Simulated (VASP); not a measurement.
An input for Quantum ESPRESSO's pw.x (written as the equivalent of a VASP run, and not itself run):

```
&CONTROL
  calculation = 'scf'
  pseudo_dir = './pseudo'
  outdir = './out'
  tprnfor = .true.
  tstress = .true.
/
&SYSTEM
  ibrav = 0
  nat = 8
  ntyp = 3
  ecutwfc = 92
  occupations = 'smearing'
  smearing = 'fermi-dirac'
  degauss = 0.009996
  input_dft = 'pbe'
/
&ELECTRONS
  conv_thr = 7.3e-08
  electron_maxstep = 100
/
ATOMIC_SPECIES
  Ga 69.723 Ga.upf
  Cu 63.546 Cu.upf
  Se 78.971 Se.upf
CELL_PARAMETERS angstrom
    -2.7503850    2.7503850    5.4540660
     2.7503850   -2.7503850    5.4540660
     2.7503850    2.7503850   -5.4540660
ATOMIC_POSITIONS crystal
  Ga   0.2500000  0.7500000  0.5000000
  Ga   0.5000000  0.5000000  0.0000000
  Cu   0.7500000  0.2500000  0.5000000
  Cu   0.0000000  0.0000000  0.0000000
  Se   0.1212200  0.1250000  0.4962200
  Se   0.8750000  0.3712200  0.9962200
  Se   0.6287800  0.6250000  0.5037800
  Se   0.3750000  0.8787800  0.0037800
K_POINTS automatic
  4 4 4 0 0 0
```

Q: Write the VASP files for the same calculation (PBE).

A: One answer among several that fit: 
INCAR:
```
GGA  =  PE   ! PBE
ENCUT  =  300   ! plane-wave cut-off (eV)
LASPH  =  T   ! aspherical one-centre terms
LMAXMIX  =  4   ! l cut-off of mixed one-centre charges
LWAVE  =  F
ISIF  =  2
NELM  =  100   ! most electronic steps
ALGO  =  Normal
SYSTEM  =  GaCuSe2
EDIFF  =  1E-6   ! SCF stop (eV)
LREAL  =  F
SIGMA  =  0.136   ! width (eV)
LCHARG  =  F
ISMEAR  =  -1   ! Fermi-Dirac
PREC  =  Accurate
```

### KPOINTS
```
K-points
0
gamma
  4 4 4
0 0 0
```

POSCAR:
```
GaCuSe2
1
   -2.7503850000     2.7503850000     5.4540660000
    2.7503850000    -2.7503850000     5.4540660000
    2.7503850000     2.7503850000    -5.4540660000
Ga Cu Se
2 2 4
Direct
  0.2500000000   0.7500000000   0.5000000000
  0.5000000000   0.5000000000   0.0000000000
  0.7500000000   0.2500000000   0.5000000000
  0.0000000000   0.0000000000   0.0000000000
  0.1212200000   0.1250000000   0.4962200000
  0.8750000000   0.3712200000   0.9962200000
  0.6287800000   0.6250000000   0.5037800000
  0.3750000000   0.8787800000   0.0037800000
```

POTCAR, in this order: Ga_d Cu Se (PBE.64 set). Program: vasp_std.

What does not carry over: the potentials are each code's own (VASP's PAW set, PseudoDojo norm-conserving files in pw.x), so ENCUT and ecutwfc are chosen apart and not converted; conv_thr bounds pw.x's estimated SCF error, while EDIFF bounds the energy change between steps.

The structure comes from a computed database's GaCuSe2 entry; how it stands against other phases isn't given here. The cell was not relaxed at this level.
